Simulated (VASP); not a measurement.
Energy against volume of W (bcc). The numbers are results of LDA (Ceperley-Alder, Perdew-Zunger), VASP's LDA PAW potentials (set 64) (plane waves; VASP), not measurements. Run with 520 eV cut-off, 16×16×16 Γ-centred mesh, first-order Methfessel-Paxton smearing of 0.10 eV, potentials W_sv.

| V (Å³/atom) | E (eV/atom) |
|---|---|
| 15.049 | -14.09491 |
| 15.514 | -14.10906 |
| 15.980 | -14.09378 |
| 16.445 | -14.05347 |

Q: Fit these four points and predict the energy of the run at 14.583 Å³/atom.

A: A cubic in V^(−2/3), the third-order Birch-Murnaghan form, passes through the four points with V0 = 15.49 Å³/atom and B0 = 339 GPa, and gives -14.0462 eV/atom there. The run gave -14.0461 eV/atom, +0.1 meV/atom from the fit; all five points give B0 = 339 GPa.

The compound is W in the bcc structure. It was relaxed first.
